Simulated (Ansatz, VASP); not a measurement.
# Cross-check of Cu2Te between VASP and Ansatz

One calculation is typed for both programs; each brings its own data sets. How far apart do they land? The cell is generated by rule, not measured, and may not be a known phase. The cell is taken from a series of runs on this material, whose earlier steps may have relaxed, scaled, displaced or heated it; both programs get it as it stands.

Method: plane waves, with VASP 6.6.1 beside it; relaxation of cell and atoms at PBEsol, in Ansatz 0.2.0.

## (1) The structure

The structure is cubic, space group Pn-3m (No. 224). The conventional cell has a = 5.549 Å, b = 5.549 Å, c = 5.549 Å, α = 90.00°, β = 90.00°, γ = 90.00°. Nearest to Te lie 4 Cu at 2.40 Å. Cu has 2 Te at 2.40 Å nearest. Farther neighbours and most contacts between anions are not listed.

## (2) VASP: relaxation of cell and atoms, PBEsol, pair 1

The relaxed volume is the usual yardstick between codes: in a stiff, nearly cubic crystal its relative difference is about their pressure difference at one cell divided by the bulk modulus.

Lines of VASP's logs that name or quote its potential files are left out, and so is its time.

INCAR reads:

```
SYSTEM = Cu2Te
PREC = Accurate
ENCUT = 600
EDIFF = 1E-07
NELM = 120
ISMEAR = 0
SIGMA = 0.02
LREAL = .FALSE.
ALGO = Normal
GGA = PS
NBANDS = 34
LASPH = .TRUE.
LORBIT = 11
LWAVE = .FALSE.
LCHARG = .FALSE.
ISIF = 3
IBRION = 2
NSW = 80
EDIFFG = -0.005
GGA_COMPAT = .FALSE.
NELMIN = 4
EFERMI = MIDGAP
KPAR = 2
```

POSCAR reads:

```
Cu2Te
1.0
    5.5485250000      0.0000000000      0.0000000000
    0.0000000000      5.5485250000      0.0000000000
    0.0000000000      0.0000000000      5.5485250000
Te Cu
2 4
Direct
    0.0000000000      0.0000000000      0.0000000000
    0.4999999099      0.4999999099      0.4999999099
    0.2499999549      0.2499999549      0.2499999549
    0.7500000451      0.7500000451      0.2499999549
    0.7500000451      0.2499999549      0.7500000451
    0.2499999549      0.7500000451      0.7500000451
```

KPOINTS reads:

```
Automatic mesh
0
Gamma
4 4 4
0 0 0
```

The projector-augmented-wave data sets are Te and Cu (PBE family, release 64).

The run is started by

```console
mpirun -np 2 vasp_std
```

Numbers of over 12 decimals in the logs are rounded to 6 here.

The log of the run:

```text
[banner, memory and clock lines left out]
running    2 mpi-ranks, on    1 nodes
 distrk:  each k-point on    1 cores,    2 groups
 distr:  one band on    1 cores,    1 groups

 POSCAR found type information on POSCAR TeCu
 POSCAR found :  2 types and       6 ions
|                                                                             |
|               ----> ADVICE to this user running VASP <----                  |
|                                                                             |
|     You enforced a specific xc type in the INCAR file but a different       |
|     [... a line on the potential file left out ...]
|     I HOPE YOU KNOW WHAT YOU ARE DOING!                                     |
|                                                                             |

 LDA part: xc-table for (Slater+PW92), standard interpolation
 POSCAR, INCAR and KPOINTS ok, starting setup
 FFT: planning ... GRIDC
 FFT: planning ... GRID_SOFT
 FFT: planning ... GRID
 WAVECAR not read
 entering main loop
       N       E                     dE             d eps       ncg     rms          rms(c)
DAV:   1     0.446062910549E+03    0.44606E+03   -0.24624E+04   680   0.206E+03
DAV:   2     0.185380404333E+02   -0.42752E+03   -0.41806E+03   680   0.398E+02
DAV:   3    -0.216582386335E+02   -0.40196E+02   -0.39066E+02   862   0.163E+02
DAV:   4    -0.236751153264E+02   -0.20169E+01   -0.19995E+01  1070   0.390E+01
DAV:   5    -0.236997344439E+02   -0.24619E-01   -0.24591E-01  1062   0.449E+00    0.122E+01
DAV:   6    -0.233227979124E+02    0.37694E+00   -0.38766E+01   922   0.107E+02    0.816E+00
DAV:   7    -0.217552028986E+02    0.15676E+01   -0.82844E+00   788   0.597E+01    0.370E+00
DAV:   8    -0.217882440260E+02   -0.33041E-01   -0.80279E-01  1056   0.817E+00    0.195E+00
DAV:   9    -0.217618309638E+02    0.26413E-01   -0.82161E-02  1048   0.525E+00    0.409E-01
DAV:  10    -0.217625064485E+02   -0.67548E-03   -0.63299E-03   900   0.450E-01    0.183E-01
DAV:  11    -0.217626001497E+02   -0.93701E-04   -0.41677E-03   918   0.115E+00    0.937E-02
DAV:  12    -0.217624378048E+02    0.16234E-03   -0.81295E-04   870   0.529E-01    0.390E-02
DAV:  13    -0.217624396293E+02   -0.18245E-05   -0.56837E-05   994   0.488E-02    0.148E-02
DAV:  14    -0.217624372864E+02    0.23428E-05   -0.61041E-06  1002   0.407E-02    0.148E-02
DAV:  15    -0.217624370303E+02    0.25611E-06   -0.25538E-06   820   0.915E-03    0.250E-03
DAV:  16    -0.217624366084E+02    0.42190E-06   -0.47788E-07   806   0.103E-02    0.904E-04
DAV:  17    -0.217624365642E+02    0.44158E-07   -0.13244E-07   422   0.342E-03
   1 F= -.21762437E+02 E0= -.21762437E+02  d E =-.217624E+02
 curvature:   0.00 expect dE= 0.000E+00 dE for cont linesearch  0.000E+00
 trial: gam= 0.00000 g(F)=  0.467E-41 g(S)=  0.248E-03 ort = 0.000E+00 (trialstep = 0.100E+01)
 search vector abs. value=  0.248E-03
 bond charge predicted
       N       E                     dE             d eps       ncg     rms          rms(c)
DAV:   1    -0.217689404531E+02   -0.65038E-02   -0.11302E-01   722   0.590E+00    0.636E-01
DAV:   2    -0.217653926230E+02    0.35478E-02   -0.85927E-02   728   0.574E+00    0.300E-01
DAV:   3    -0.217627148120E+02    0.26778E-02   -0.17725E-02   728   0.270E+00    0.993E-02
DAV:   4    -0.217625388025E+02    0.17601E-03   -0.53422E-04   798   0.124E-01    0.320E-02
DAV:   5    -0.217625212415E+02    0.17561E-04   -0.64996E-05   964   0.147E-01    0.130E-02
DAV:   6    -0.217625187412E+02    0.25004E-05   -0.12075E-05   940   0.213E-02    0.743E-03
DAV:   7    -0.217625188251E+02   -0.83886E-07   -0.14520E-06  1106   0.178E-02    0.620E-03
DAV:   8    -0.217625189053E+02   -0.80279E-07   -0.16977E-07   438   0.398E-03
   2 F= -.21762519E+02 E0= -.21762519E+02  d E =-.823411E-04
 trial-energy change:   -0.000082  1 .order   -0.000101   -0.000248    0.000047
 step:   0.7770(harm=  0.8417)  dis= 0.00000  next Energy=   -21.762524 (dE=-0.877E-04)
 reached required accuracy - stopping structural energy minimisation
```

Parts of OUTCAR (step 2):

```text
ion  position               nearest neighbor table
   1  0.000  0.000  0.000-   3 2.40   4 2.40   5 2.40   6 2.40
   2  0.500  0.500  0.500-   3 2.40   4 2.40   5 2.40   6 2.40
   3  0.250  0.250  0.250-   1 2.40   2 2.40
   4  0.750  0.750  0.250-   1 2.40   2 2.40
   5  0.750  0.250  0.750-   1 2.40   2 2.40
   6  0.250  0.750  0.750-   1 2.40   2 2.40

  LATTYP: Found a simple cubic cell.
 ALAT       =     5.5485250000

 Subroutine GETGRP returns: Found 48 space group operations
 (whereof 24 operations were pure point group operations)

The static configuration has the point symmetry T_d .
 The point group associated with its full space group is O_h .

 Found     10 irreducible k-points:

   k-points           NKPTS =     10   k-points in BZ     NKDIM =     10   number of bands    NBANDS=     34

   dimension x,y,z NGX =    48 NGY =   48 NGZ =   48
   dimension x,y,z NGXF=    96 NGYF=   96 NGZF=   96

   ENCUT  =  600.0 eV  44.10 Ry    6.64 a.u.  11.08 11.08 11.08*2*pi/ulx,y,z

   NELECT =      56.0000    total number of electrons

 k-points in reciprocal lattice and weights: Automatic mesh
   0.00000000  0.00000000  0.00000000       0.016
   0.25000000  0.00000000  0.00000000       0.094
   0.50000000  0.00000000  0.00000000       0.047
   0.25000000  0.25000000  0.00000000       0.188
   0.50000000  0.25000000  0.00000000       0.188
   0.50000000  0.50000000  0.00000000       0.047
   0.25000000  0.25000000  0.25000000       0.125
   0.50000000  0.25000000  0.25000000       0.188
   0.50000000  0.50000000  0.25000000       0.094
   0.50000000  0.50000000  0.50000000       0.016

 average (electrostatic) potential at core
       1 -91.3349       2 -91.3349       3 -67.4684       4 -67.4684       5 -67.4684
       6 -67.4684

 E-fermi :   2.8111

 k-point     1 :       0.0000    0.0000    0.0000
  band No.  band energies     occupation
    ...
     24       1.1165      2.00000
     25       1.1165      2.00000
     26       1.7625      2.00000
     27       1.7625      2.00000
     28       1.7625      2.00000
     29       3.8155      0.00000
     30       3.8155      0.00000
     31       3.8850      0.00000
     32       7.6638      0.00000
     33       7.6638      0.00000
    ...

 k-point     2 :       0.2500    0.0000    0.0000
  band No.  band energies     occupation
    ...
     24       1.2560      2.00000
     25       1.2560      2.00000
     26       1.2577      2.00000
     27       1.7408      2.00000
     28       1.7408      2.00000
     29       4.2060      0.00000
     30       4.7863      0.00000
     31       4.9954      0.00000
     32       6.7782      0.00000
     33       6.7782      0.00000
    ...

 k-point     3 :       0.5000    0.0000    0.0000
  band No.  band energies     occupation
    ...
     24       1.0709      2.00000
     25       1.6323      2.00000
     26       1.6323      2.00000
     27       1.6396      2.00000
     28       1.6396      2.00000
     29       5.2616      0.00000
     30       5.2616      0.00000
     31       6.2848      0.00000
     32       6.2848      0.00000
     33       6.5733      0.00000
    ...

  Total       -0.0190718     -0.0190718     -0.0190718      0.0000000      0.0000000     -0.0000000
  in kB       -0.1784467     -0.1784467     -0.1784467      0.0000000      0.0000000     -0.0000000
  external PRESSURE =      -0.1784467 kB  Pullay stress =       0.0000000 kB

  energy-cutoff  :      600.00
  volume of cell :      171.24
      direct lattice vectors                 reciprocal lattice vectors
     5.553048569  0.000000000  0.000000000     0.180081263  0.000000000 -0.000000000
     0.000000000  5.553048569  0.000000000     0.000000000  0.180081263  0.000000000
     0.000000000  0.000000000  5.553048569    -0.000000000  0.000000000  0.180081263

 POSITION                                       TOTAL-FORCE (eV/Angst)
 -----------------------------------------------------------------------------------
      0.00000      0.00000      5.55305         0.000000      0.000000      0.000000
      2.77652      2.77652      2.77652        -0.000000     -0.000000     -0.000000
      1.38826      1.38826      1.38826         0.000000     -0.000000      0.000000
      4.16479      4.16479      1.38826        -0.000000      0.000000      0.000000
      4.16479      1.38826      4.16479         0.000000      0.000000     -0.000000
      1.38826      4.16479      4.16479        -0.000000     -0.000000     -0.000000
 -----------------------------------------------------------------------------------
    total drift:                                0.000115      0.000115      0.000115

  FREE ENERGIE OF THE ION-ELECTRON SYSTEM (eV)
  ---------------------------------------------------
  free  energy   TOTEN  =       -21.7625189053 eV

  energy  without entropy=      -21.7625189053  energy(sigma->0) =      -21.76251891

 reached required accuracy - stopping structural energy minimisation

 total charge
# of ion       s       p       d       tot
------------------------------------------
    1        1.323   2.121   0.066   3.510
    2        1.323   2.121   0.066   3.510
    3        0.441   0.230   9.289   9.961
    4        0.441   0.230   9.289   9.961
    5        0.441   0.230   9.289   9.961
    6        0.441   0.230   9.289   9.961
--------------------------------------------------
tot          4.410   5.164  37.289  46.863

[... 3 further parts left out ...]
```

This run has no spin polarisation, so a moment on Cu, if there is one, isn't seen. The run keeps the 48 symmetry operations of its start, so it cannot find a distortion of lower symmetry.

(Continued in part 2 of 3.)

[Lines on the potential files, build, host, timing and source positions are cut from VASP's logs without a mark.]

[Logs are printed without paths, hosts, clocks, repeated set-up lines and the standing remarks that a program may print on its own settings, such as how far it seeks lower states.]

[Hosts, paths, dates, database ids (printed as entryN), source tags and the programs' standing remarks are cut or masked in the printed files.]
